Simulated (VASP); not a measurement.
All values below come from PBEsol GGA, VASP's PBE PAW potentials (set 64) (plane waves; VASP 6.6.1).

The input files of a VASP run:

**KPOINTS**
```
k-points along high-symmetry lines
9
Line-mode
Reciprocal
  0.000000   0.000000   0.000000 ! GAMMA
  0.000000   0.500000   0.000000 ! Z

  0.000000   0.500000   0.000000 ! Z
  0.000000   0.500000   0.500000 ! D

  0.000000   0.500000   0.500000 ! D
  0.000000   0.000000   0.500000 ! B

  0.000000   0.000000   0.500000 ! B
  0.000000   0.000000   0.000000 ! GAMMA

  0.000000   0.000000   0.000000 ! GAMMA
 -0.500000   0.000000   0.500000 ! A

 -0.500000   0.000000   0.500000 ! A
 -0.500000   0.500000   0.500000 ! E

 -0.500000   0.500000   0.500000 ! E
  0.000000   0.500000   0.000000 ! Z

  0.000000   0.500000   0.000000 ! Z
 -0.500000   0.500000   0.000000 ! C_2

 -0.500000   0.500000   0.000000 ! C_2
 -0.500000   0.000000   0.000000 ! Y_2

 -0.500000   0.000000   0.000000 ! Y_2
  0.000000   0.000000   0.000000 ! GAMMA
```

**INCAR**
```
! general
SYSTEM =MgZn3S4
PREC   =Accurate
ENCUT  =400   ! plane-wave cut-off (eV)
LREAL  =.FALSE.   ! projection in real space or not
LASPH  =.TRUE.   ! aspherical one-centre terms
ICHARG =11   ! fixed density

! electronic loop
EDIFF  =1E-7   ! SCF stop (eV)
NELM   =100   ! most electronic steps
ALGO   =Normal
LMAXMIX=4   ! l cut-off of mixed one-centre charges

! smearing
ISMEAR =0   ! Gaussian
SIGMA  =0.05   ! width (eV)

! functional
GGA    =PS   ! PBEsol

! output
LWAVE  =.FALSE.
LCHARG =.FALSE.
LORBIT =11
```

POSCAR:
```
MgZn3S4
1
    6.2747392380     0.0000000000    -0.0002731217
    0.0000000000     3.8333015598     0.0000000000
   -0.0055272769     0.0000000000     6.6533072662
Mg Zn S
1 3 4
Direct
  0.5002891700   0.0000000000   0.6664167095
  0.4994711688   0.5000000000   0.1669963028
  0.9996211009   0.5000000000   0.8365713278
  0.9989374056   0.0000000000   0.3297861658
  0.1118447811   0.0000000000   0.6653779313
  0.1270825241   0.5000000000   0.1673669748
  0.6309606167   0.5000000000   0.8442059205
  0.6278932329   0.0000000000   0.3231786677
```

POTCAR, in this order: Mg Zn S (PBE.64 set). Program: vasp_std. Read from the step before: CHGCAR.

The run wrote:

### OSZICAR
```
       N       E                     dE             d eps       ncg     rms          rms(c)
DAV:   1     0.419793176012E+03    0.41979E+03   -0.24555E+04  6660   0.157E+03
DAV:   2     0.198988442399E+02   -0.39989E+03   -0.38624E+03  7014   0.370E+02
DAV:   3    -0.294378235561E+02   -0.49337E+02   -0.48445E+02  7760   0.128E+02
DAV:   4    -0.311343123390E+02   -0.16965E+01   -0.16919E+01  7901   0.236E+01
DAV:   5    -0.311639145163E+02   -0.29602E-01   -0.29593E-01  8077   0.309E+00
DAV:   6    -0.311645434461E+02   -0.62893E-03   -0.62890E-03  8083   0.458E-01
DAV:   7    -0.311645625286E+02   -0.19083E-04   -0.19082E-04  8080   0.773E-02
DAV:   8    -0.311645632033E+02   -0.67469E-06   -0.67472E-06  8129   0.145E-02
DAV:   9    -0.311645632282E+02   -0.24873E-07   -0.24904E-07  6788   0.274E-03
   1 F= -.31164563E+02 E0= -.31164563E+02  d E =-.107433E-11
```

### OUTCAR
```
 val. band max:        1.9830141247   @ k =   0.0000   0.0000   0.0000

 cond. band min:       4.2936331427   @ k =   0.0000   0.0000   0.0000



 k-point     1 :       0.0000    0.0000    0.0000
  band No.  band energies     occupation
      1     -10.8950      2.00000
      2      -9.9751      2.00000
      3      -9.9383      2.00000
      4      -9.6040      2.00000
      5      -4.2105      2.00000
      6      -4.2042      2.00000
      7      -4.1882      2.00000
      8      -4.1091      2.00000
      9      -4.0680      2.00000
     10      -4.0640      2.00000
     11      -3.9931      2.00000
     12      -3.8911      2.00000
     13      -3.7779      2.00000
     14      -3.7639      2.00000
     15      -3.7409      2.00000
     16      -3.7093      2.00000
     17      -3.6883      2.00000
     18      -3.6871      2.00000
     19      -3.5624      2.00000
     20      -3.0682      2.00000
     21      -2.6342      2.00000
     22      -1.7050      2.00000
     23      -1.0216      2.00000
     24      -0.0725      2.00000
     25       0.4008      2.00000
     26       1.1525      2.00000
     27       1.1575      2.00000
     28       1.1872      2.00000
     29       1.9200      2.00000
     30       1.9722      2.00000
     31       1.9830      2.00000
     32       4.2936      0.00000
     33       5.2619      0.00000
     34       5.8387      0.00000
     35       6.7398      0.00000
     36       7.0127      0.00000
     37       8.4867      0.00000

 k-point     2 :       0.0000    0.0625    0.0000
  band No.  band energies     occupation
      1     -10.8753      2.00000
      2      -9.9632      2.00000
      3      -9.9286      2.00000
      4      -9.6027      2.00000
      5      -4.2065      2.00000
      6      -4.2041      2.00000
      7      -4.1835      2.00000
      8      -4.1113      2.00000
      9      -4.0621      2.00000
     10      -4.0546      2.00000
     11      -3.9936      2.00000
     12      -3.8824      2.00000
...
```

The density is held fixed in this step, so its total energy and stress have no physical meaning.

The structure comes from a computed database's MgZn3S4 entry (Pm); how it stands against other phases isn't given here. It was relaxed first.
